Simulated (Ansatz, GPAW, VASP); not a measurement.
# Tl₃VSe₄ (I-43m, 8 atoms in the cell) computed with different codes at matched settings

Self-consistent single point.

```yaml
crystal:
  lattice:
    - [-3.91937, 3.91937, 3.91937]
    - [3.91937, -3.91937, 3.91937]
    - [3.91937, 3.91937, -3.91937]
  atoms:
    - { symbol: V, position: [0.00000, 0.00000, 0.00000] }
    - { symbol: Tl, position: [0.50000, 0.50000, 0.00000] }
    - { symbol: Tl, position: [0.00000, 0.50000, 0.50000] }
    - { symbol: Tl, position: [0.50000, 0.00000, 0.50000] }
    - { symbol: Se, position: [0.66378, 0.66378, 0.66378] }
    - { symbol: Se, position: [0.33622, 0.00000, 0.00000] }
    - { symbol: Se, position: [0.00000, 0.00000, 0.33622] }
    - { symbol: Se, position: [0.00000, 0.33622, 0.00000] }
```

Shared settings, as Ansatz (a quantum-chemistry and plane-wave program) writes them: kpoints.mp_grid.grid = 3 3 3; scf.occupations.method = fermi_dirac; scf.occupations.width = 0.0007 Ry. Potentials and cutoffs stand in the table.

```json
[
 {"code": "GPAW", "model": "PBEsol, GPAW PAW datasets PBEsol (made by gpaw-setup)", "pressure (GPa)": "-1.70", "largest force (eV/Å)": "0.017", "gap on the mesh (eV)": "1.842", "cutoff": "800 eV"},
 {"code": "Ansatz", "model": "PBEsol, default PAW files made with PBE", "pressure (GPa)": "-1.70", "largest force (eV/Å)": "0.027", "gap on the mesh (eV)": "1.857", "cutoff": "default"},
 {"code": "VASP", "model": "PBEsol, VASP's PBE PAW potentials (set 64)", "pressure (GPa)": "-1.88", "largest force (eV/Å)": "0.004", "gap on the mesh (eV)": "1.856", "cutoff": "300 eV"}
]
```

Gaps are read on the mesh.

On Ansatz's run: spin-orbit coupling is off.

The spread over the programs that give each value: pressure within 0.18 GPa; largest force within 0.023 eV/Å; gap on the mesh within 0.015 eV.

Ansatz's pressure is given at a fixed set of plane waves, as the other plane-wave codes print theirs.

VASP's run is marked for a possible Pulay error in its stress at this cutoff; no cutoff test was made.

The starting cell comes from a database of computed structures (which also holds hypothetical and non-ambient phases and stackings), without a prior relaxation at this level.

Left out of this page: CP2K and SIESTA (not drawn, or without a comparable value).

Keys are those of Ansatz 0.2.
